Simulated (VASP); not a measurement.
Here is the system:

```xyz
3
Lattice="1.6515 0.9535 5.0068 -1.6515 0.9535 5.0068 0.0000 -1.9070 5.0068" Properties=species:S:1:pos:R:3 pbc="T T T"
Pb     0.0000     0.0000     0.0000
O      0.0000     0.0000     3.7851
O      0.0000     0.0000    11.2352
```

These are PBE GGA, VASP's PBE PAW potentials (set 64) (plane waves; VASP) values and carry that method's errors. Settings: 400 eV cut-off, 6×6×6 Γ-centred mesh, Gaussian smearing of 0.050 eV, potentials Pb_d O.

At this cut-off the stress carries a Pulay error, which pulls relaxed volumes low. Unless said otherwise, spin-orbit coupling is left out, though it shifts the bands of the heavy elements here.

Problem. Estimate the energy per atom (σ→0), pressure, largest force, band gap (on the k-mesh) with the smallest direct gap where there is one.

Solution. 
```json
{
  "band gap (on the k-mesh)": "0.72 eV",
  "smallest direct gap (on the k-mesh)": "0.96 eV",
  "energy per atom (σ→0)": "-5.155 eV/atom",
  "pressure": "-42.5 kbar",
  "largest_force": "1.122 eV/Å"
}
```

The absolute energy has meaning only against runs of the same code, potentials and settings.

The structure was generated: PbO2 was put into an ordered model structure (R-3m), which need not be its known phase. The cell was not relaxed at this level.
